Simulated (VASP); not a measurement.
VASP input:

**POSCAR**
```
Y3Al
5.8698390
  0.0000000000   0.7071067878   0.7071067878
  0.7071067878   0.0000000000   0.7071067878
  0.7071067878   0.7071067878   0.0000000000
Al Y
1 3
Cartesian
  0.0000000000   0.0000000000   0.0000000000
  0.7071067878   0.7071067878   0.7071067878
  0.3535533939   0.3535533939   0.3535533939
  1.0606601817   1.0606601817   1.0606601817
```

INCAR:
```
PREC=Accurate
NELM=100   # most electronic steps
ISIF=2   # forces and stress, cell fixed
ALGO=Normal   # blocked Davidson
GGA=PE
LORBIT=11   # lm-projected
LWAVE=F
LSORBIT=T
ISMEAR=0
LASPH=T
LCHARG=F
LREAL=F   # projection in real space or not
ENCUT=300
SIGMA=0.272
LMAXMIX=4
GGA_COMPAT=F
MAGMOM=12*0.0
SYSTEM=Y3Al
EDIFF=1E-6
LNONCOLLINEAR=T
```

File KPOINTS:
```
Automatic mesh
0
Gamma
7 7 7
0 0 0
```

POTCAR, in this order: Al Y_sv (PBE.64 set). Program: vasp_ncl.

Question: Translate this PBE+SOC calculation to Quantum ESPRESSO's pw.x.

Answer: One equivalent input (not run):
```
&CONTROL
  calculation = 'scf'
  pseudo_dir = './pseudo'
  outdir = './out'
  tprnfor = .true.
  tstress = .true.
/
&SYSTEM
  ibrav = 0
  nat = 4
  ntyp = 2
  ecutwfc = 72
  occupations = 'smearing'
  smearing = 'gaussian'
  degauss = 0.01999
  input_dft = 'pbe'
  noncolin = .true.
  lspinorb = .true.
/
&ELECTRONS
  conv_thr = 7.3e-08
  electron_maxstep = 100
/
ATOMIC_SPECIES
  Al 26.982 Al.upf
  Y 88.906 Y.upf
CELL_PARAMETERS angstrom
     0.0000000    4.1506030    4.1506030
     4.1506030    0.0000000    4.1506030
     4.1506030    4.1506030    0.0000000
ATOMIC_POSITIONS crystal
  Al   0.0000000  0.0000000  0.0000000
  Y    0.5000000  0.5000000  0.5000000
  Y    0.2500000  0.2500000  0.2500000
  Y    0.7500000  0.7500000  0.7500000
K_POINTS automatic
  7 7 7 0 0 0
```
Limits of the translation: the potentials are each code's own (VASP's PAW set, PseudoDojo norm-conserving files, fully relativistic, in pw.x), so ENCUT and ecutwfc are chosen apart and not converted; conv_thr bounds pw.x's estimated SCF error, while EDIFF bounds the energy change between steps.

The structure was generated: Y3Al was put into an ordered model structure, which need not be its known phase. The cell was not relaxed at this level. The run is one of a series of settings (GGA_COMPAT = .FALSE., LNONCOLLINEAR = .TRUE., LSORBIT = .TRUE., MAGMOM = 0.0 0.0 0.0 0.0 0.0 0.0 0.0 0.0 0.0 0.0 0.0 0.0, program vasp_ncl against the base run), some of them coarse on purpose.
